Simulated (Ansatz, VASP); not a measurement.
# AlN: VASP beside Ansatz, part 2 of 3

Aim: how closely do two programs agree when they are given the same cell, functional and k mesh? The cell is taken from a series of runs on this material, whose earlier steps may have relaxed, scaled, displaced or heated it; both programs get it as it stands.

VASP 6.6.1 and Ansatz 0.2.0.

So far: The structure; Ansatz: zone-centre phonons, LDA.

## (3) VASP: zone-centre phonons, LDA

Level of this step: LDA; plane waves and PAW (Al, N) (VASP).

The same cell, functional (in two slightly different forms) and mesh now go to VASP, with its own data sets.

Lines of VASP's logs that name or quote its potential files are left out, and so is its time.

File INCAR:

```
SYSTEM = AlN
PREC = Accurate
ENCUT = 600
EDIFF = 1E-08
NELM = 120
ISMEAR = 0
SIGMA = 0.01
LREAL = .FALSE.
ALGO = Normal
GGA = PW92
NBANDS = 14
LORBIT = 11
LWAVE = .FALSE.
LCHARG = .FALSE.
ISIF = 2
IBRION = 8
LEPSILON = .TRUE.
LASPH = .TRUE.
GGA_COMPAT = .FALSE.
EFERMI = MIDGAP
```

File POSCAR:

```
AlN
1.0
    3.0805571897      0.0000000000      0.0000000000
   -1.5402785946      2.6678407843      0.0000000000
    0.0000000000      0.0000000000      4.9303364140
Al N
2 2
Direct
    0.3333333333      0.6666666667      0.9990046232
    0.6666666667      0.3333333333      0.4990046232
    0.3333333333      0.6666666667      0.3809953768
    0.6666666667      0.3333333333      0.8809953768
```

File KPOINTS:

```
Automatic mesh
0
Gamma
9 9 4
0 0 0
```

PAW data sets: Al and N (LDA family, release 64).

On the command line:

```sh
$ export OMP_NUM_THREADS=3
$ mpirun -np 1 vasp_std
```

Output:

```text
[banner, memory and clock lines left out]
running    1 mpi-ranks, on    1 nodes
 distrk:  each k-point on    1 cores,    1 groups
 distr:  one band on    1 cores,    1 groups
 Offloading initialized ...    1 GPUs detected
 POSCAR found type information on POSCAR AlN
 POSCAR found :  2 types and       4 ions
|                                                                             |
|               ----> ADVICE to this user running VASP <----                  |
|                                                                             |
|     You enforced a specific xc type in the INCAR file but a different       |
|     [... a line on the potential file left out ...]
|     I HOPE YOU KNOW WHAT YOU ARE DOING!                                     |
|                                                                             |

 LDA part: xc-table for (Slater(with rela. corr.)+PW92), standard interpolation
 POSCAR, INCAR and KPOINTS ok, starting setup
 FFT: planning ... GRIDC
 FFT: planning ... GRID_SOFT
 FFT: planning ... GRID
 WAVECAR not read
 entering main loop
       N       E                     dE             d eps       ncg     rms          rms(c)
DAV:   1     0.452054816359E+02    0.45205E+02   -0.80581E+03  1008   0.114E+03
DAV:   2    -0.343037937968E+02   -0.79509E+02   -0.72920E+02  1414   0.205E+02
DAV:   3    -0.380450149435E+02   -0.37412E+01   -0.37233E+01  1362   0.452E+01
DAV:   4    -0.380679356973E+02   -0.22921E-01   -0.22918E-01  1128   0.429E+00
DAV:   5    -0.380681575718E+02   -0.22187E-03   -0.22187E-03  1344   0.414E-01    0.125E+01
DAV:   6    -0.329675273093E+02    0.51006E+01   -0.14191E+01  1152   0.278E+01    0.445E+00
DAV:   7    -0.329197625359E+02    0.47765E-01   -0.69759E-01  1230   0.555E+00    0.282E+00
DAV:   8    -0.328644303664E+02    0.55332E-01   -0.80180E-02  1128   0.255E+00    0.386E-01
DAV:   9    -0.328598488937E+02    0.45815E-02   -0.10845E-02  1326   0.741E-01    0.214E-01
DAV:  10    -0.328600166079E+02   -0.16771E-03   -0.80901E-04  1146   0.196E-01    0.102E-01
DAV:  11    -0.328599665975E+02    0.50010E-04   -0.10715E-04  1308   0.826E-02    0.192E-02
DAV:  12    -0.328599662073E+02    0.39020E-06   -0.18766E-06  1206   0.115E-02    0.484E-03
DAV:  13    -0.328599660218E+02    0.18557E-06   -0.93683E-07  1338   0.727E-03    0.853E-04
DAV:  14    -0.328599660237E+02   -0.19404E-08   -0.17353E-08  1120   0.113E-03
   1 F= -.32859966E+02 E0= -.32859966E+02  d E =0.000000E+00
 Linear response reoptimize wavefunctions to high precision
DAV:   1    -0.328599660219E+02    0.17971E-08   -0.45866E-09  1284   0.544E-04
DAV:   2    -0.328599660219E+02   -0.47748E-11   -0.48089E-11   720   0.617E-05
 Linear response G [H, r] |phi>, progress :
  Direction:   1
       N       E                     dE             d eps       ncg     rms
RMM:   1    -0.621003176421E+02   -0.62100E+02    0.91609E+01  2447   0.701E+01
RMM:   2    -0.541912082806E+02    0.79091E+01   -0.34706E+00  1693   0.142E+01
RMM:   3    -0.542074807867E+02   -0.16273E-01   -0.28269E-02  1827   0.130E+00
RMM:   4    -0.542076992281E+02   -0.21844E-03   -0.64398E-04  1957   0.170E-01
RMM:   5    -0.542076900117E+02    0.92163E-05   -0.39150E-05  1952   0.265E-02
RMM:   6    -0.542076889980E+02    0.10138E-05   -0.14449E-05  2006   0.568E-03
RMM:   7    -0.542076885974E+02    0.40057E-06   -0.10521E-05  1991   0.242E-03
RMM:   8    -0.542076885566E+02    0.40777E-07   -0.12260E-05  1658   0.189E-03
RMM:   9    -0.542076885387E+02    0.17888E-07   -0.82544E-06  1387   0.182E-03
RMM:  10    -0.542076886351E+02   -0.96410E-07    0.24471E-06  1368   0.181E-03
RMM:  11    -0.542076886237E+02    0.11434E-07    0.97061E-06  1323   0.182E-03
 Linear response G [H, r] |phi>, progress :
  Direction:   2
       N       E                     dE             d eps       ncg     rms
RMM:   1    -0.666927312410E+02   -0.66693E+02    0.13034E+01  2317   0.690E+01
RMM:   2    -0.621369839173E+02    0.45557E+01   -0.27644E+00  1689   0.126E+01
RMM:   3    -0.621534517550E+02   -0.16468E-01   -0.24708E-02  1810   0.117E+00
RMM:   4    -0.621535229476E+02   -0.71193E-04   -0.84527E-04  1939   0.156E-01
RMM:   5    -0.621534924380E+02    0.30510E-04   -0.71878E-05  1955   0.246E-02
RMM:   6    -0.621534906361E+02    0.18019E-05   -0.41671E-05  2041   0.567E-03
RMM:   7    -0.621534894057E+02    0.12304E-05   -0.29130E-05  1998   0.268E-03
RMM:   8    -0.621534893024E+02    0.10333E-06   -0.28435E-05  1634   0.221E-03
RMM:   9    -0.621534894482E+02   -0.14585E-06   -0.33372E-05  1402   0.215E-03
RMM:  10    -0.621534893427E+02    0.10551E-06   -0.29944E-05  1367   0.214E-03
RMM:  11    -0.621534894136E+02   -0.70895E-07   -0.45010E-05  1351   0.214E-03
 Linear response G [H, r] |phi>, progress :
  Direction:   3
       N       E                     dE             d eps       ncg     rms
[...]
RMM:   4    -0.425855927196E+00   -0.95159E-06   -0.12773E-06  1842   0.439E-03
RMM:   5    -0.425855949224E+00   -0.22028E-07   -0.11600E-07  1767   0.683E-04
RMM:   6    -0.425855949870E+00   -0.64612E-09   -0.91527E-08  1279   0.183E-04
 change of polarisation eV/A/(eV/A) component  3 :    -0.058    -0.036     0.852
 dielectric tensor                  component  3 :    -0.259    -0.162     4.804
 Linear response to external field, progress :
  Direction:   1
[...]
RMM:   5    -0.429814060742E+00   -0.17851E-02   -0.16355E-04  1803   0.952E-02    0.215E-02
RMM:   6    -0.430313777646E+00   -0.49972E-03   -0.13501E-05  1838   0.245E-02    0.572E-03
RMM:   7    -0.430415672784E+00   -0.10190E-03   -0.74977E-07  1848   0.567E-03    0.148E-03
RMM:   8    -0.430443039026E+00   -0.27366E-04   -0.10523E-07  1891   0.119E-03    0.192E-04
RMM:   9    -0.430443778420E+00   -0.73939E-06   -0.75832E-08  1767   0.266E-04    0.365E-05
RMM:  10    -0.430443570222E+00    0.20820E-06   -0.80789E-08  1300   0.131E-04    0.787E-06
 change of polarisation eV/A/(eV/A) component  3 :    -0.058    -0.036     0.806
 dielectric tensor                  component  3 :    -0.257    -0.161     4.601
 Linear response DOF=            4
 Linear response progress:
  Degree of freedom:   1/  4
       N       E                     dE             d eps       ncg     rms          rms(c)
RMM:   1    -0.658910800052E-02   -0.65891E-02    0.18675E-03 10763   0.773E-01
RMM:   2    -0.594425591832E-02    0.64485E-03   -0.33794E-04  7606   0.137E-01    0.930E-02
RMM:   3    -0.582594892035E-02    0.11831E-03   -0.79309E-05  7992   0.594E-02    0.499E-02
RMM:   4    -0.584020558411E-02   -0.14257E-04   -0.67913E-05  7805   0.554E-02    0.807E-03
RMM:   5    -0.583796609151E-02    0.22395E-05   -0.99010E-07  8271   0.857E-03    0.905E-04
RMM:   6    -0.583780048529E-02    0.16561E-06   -0.13753E-07  8413   0.898E-04    0.399E-04
RMM:   7    -0.583666900980E-02    0.11315E-05   -0.30079E-07  8545   0.492E-04    0.284E-05
RMM:   8    -0.583670411994E-02   -0.35110E-07   -0.18320E-07  8679   0.715E-05    0.167E-05
RMM:   9    -0.583668505215E-02    0.19068E-07   -0.18661E-08  8759   0.268E-05    0.158E-06
RMM:  10    -0.583668325643E-02    0.17957E-08   -0.17899E-08  8191   0.145E-05    0.656E-07
 first order change of Fermi-energy  -0.76163E-05
 force on displaced ion       1 direction 1 : -16.922  -0.000   0.000
 Born effective charge ion    1 direction 1 :   2.509   0.000   0.000
 Linear response progress:
  Degree of freedom:   2/  4
       N       E                     dE             d eps       ncg     rms          rms(c)
RMM:   1    -0.171557570755E-01   -0.17156E-01    0.20376E-02  3312   0.127E+00
RMM:   2    -0.119186079063E-01    0.52371E-02   -0.23361E-03  1943   0.331E-01    0.121E-01
RMM:   3    -0.114737309689E-01    0.44488E-03   -0.63555E-04  2002   0.154E-01    0.525E-02
RMM:   4    -0.114005389590E-01    0.73192E-04   -0.23111E-04  2129   0.396E-02    0.279E-02
RMM:   5    -0.113678958079E-01    0.32643E-04   -0.19172E-04  2166   0.351E-02    0.586E-03
RMM:   6    -0.113509055218E-01    0.16990E-04   -0.37590E-05  2171   0.921E-03    0.158E-03
RMM:   7    -0.113476053311E-01    0.33002E-05   -0.57262E-06  2184   0.218E-03    0.554E-04
RMM:   8    -0.113475215116E-01    0.83819E-07   -0.12290E-07  2202   0.967E-04    0.146E-04
RMM:   9    -0.113476378980E-01   -0.11639E-06   -0.52144E-07  2244   0.210E-04    0.204E-05
RMM:  10    -0.113476009347E-01    0.36963E-07   -0.51802E-08  2279   0.377E-05    0.109E-05
RMM:  11    -0.113475889254E-01    0.12009E-07    0.19306E-07  2265   0.232E-05    0.116E-06
RMM:  12    -0.113476014019E-01   -0.12476E-07    0.56575E-09  2096   0.159E-05    0.791E-07
RMM:  13    -0.113475906487E-01    0.10753E-07    0.12217E-07  1451   0.144E-05    0.139E-07
RMM:  14    -0.113475959716E-01   -0.53229E-08    0.50190E-08  1342   0.144E-05    0.356E-08
 first order change of Fermi-energy  -0.86660E+00
 force on displaced ion       1 direction 3 :   0.000  -0.000 -22.328
 Born effective charge ion    1 direction 3 :   0.000  -0.000   2.672
 Linear response progress:
  Degree of freedom:   3/  4
       N       E                     dE             d eps       ncg     rms          rms(c)
RMM:   1    -0.234150683754E+00   -0.23415E+00    0.20083E-01  8907   0.319E+00
RMM:   2    -0.233765656313E+00    0.38503E-03   -0.34143E-03  7386   0.410E-01    0.188E-01
RMM:   3    -0.234512788081E+00   -0.74713E-03   -0.10055E-03  6921   0.201E-01    0.922E-02
RMM:   4    -0.236336682050E+00   -0.18239E-02   -0.98150E-04  7198   0.185E-01    0.212E-02
RMM:   5    -0.236296929504E+00    0.39753E-04   -0.27151E-05  8279   0.346E-02    0.237E-03
RMM:   6    -0.236335184856E+00   -0.38255E-04   -0.44724E-07  8479   0.429E-03    0.996E-04
RMM:   7    -0.236337402536E+00   -0.22177E-05    0.18621E-07  8654   0.883E-04    0.859E-05
RMM:   8    -0.236336888957E+00    0.51358E-06    0.35700E-07  8777   0.161E-04    0.358E-05
RMM:   9    -0.236336879807E+00    0.91501E-08    0.17620E-07  8802   0.100E-04    0.298E-06
RMM:  10    -0.236336916811E+00   -0.37004E-07    0.25972E-08  8784   0.779E-05    0.141E-06
RMM:  11    -0.236336917028E+00   -0.21717E-09    0.25645E-08  7181   0.732E-05    0.489E-07
 first order change of Fermi-energy  -0.60018E-04
 force on displaced ion       3 direction 1 : -17.005  -0.000  -0.000
 Born effective charge ion    3 direction 1 :  -2.509   0.000  -0.000
 Linear response progress:
  Degree of freedom:   4/  4
       N       E                     dE             d eps       ncg     rms          rms(c)
RMM:   1    -0.251054747308E+00   -0.25105E+00    0.21433E-01  2349   0.320E+00
RMM:   2    -0.249578999048E+00    0.14757E-02   -0.28834E-03  1935   0.402E-01    0.192E-01
RMM:   3    -0.249679230843E+00   -0.10023E-03   -0.18905E-03  1931   0.247E-01    0.868E-02
RMM:   4    -0.250945239800E+00   -0.12660E-02   -0.88460E-04  2047   0.158E-01    0.228E-02
RMM:   5    -0.251118757769E+00   -0.17352E-03   -0.28638E-05  2107   0.296E-02    0.662E-03
RMM:   6    -0.251194967681E+00   -0.76210E-04   -0.51324E-06  2203   0.624E-03    0.227E-03
RMM:   7    -0.251189247954E+00    0.57197E-05   -0.21653E-07  2179   0.220E-03    0.437E-04
RMM:   8    -0.251189328234E+00   -0.80280E-07   -0.12247E-07  2247   0.266E-04    0.229E-04
RMM:   9    -0.251189497432E+00   -0.16920E-06   -0.50955E-08  2244   0.142E-04    0.167E-05
RMM:  10    -0.251189534180E+00   -0.36748E-07   -0.72921E-08  2295   0.634E-05    0.975E-06
RMM:  11    -0.251189570878E+00   -0.36698E-07   -0.14919E-08  2281   0.524E-05    0.166E-06
RMM:  12    -0.251189557549E+00    0.13329E-07   -0.24702E-08  2018   0.470E-05    0.747E-07
RMM:  13    -0.251189557720E+00   -0.17142E-09    0.33534E-08  1597   0.455E-05    0.714E-08
 first order change of Fermi-energy   0.86651E+00
 force on displaced ion       3 direction 3 :   0.000   0.000 -20.938
 Born effective charge ion    3 direction 3 :   0.000  -0.000  -2.671
 Born effective charges drift removed
 Linear response finished
```

(Part 2 of 3 ends here.)

[Lines on the potential files, build, host, timing and source positions are cut from VASP's logs without a mark.]

[Logs are printed without paths, hosts, clocks, repeated set-up lines and the standing remarks that a program may print on its own settings, such as how far it seeks lower states.]

[Hosts, paths, dates, database ids (printed as entryN), source tags and the programs' standing remarks are cut or masked in the printed files.]
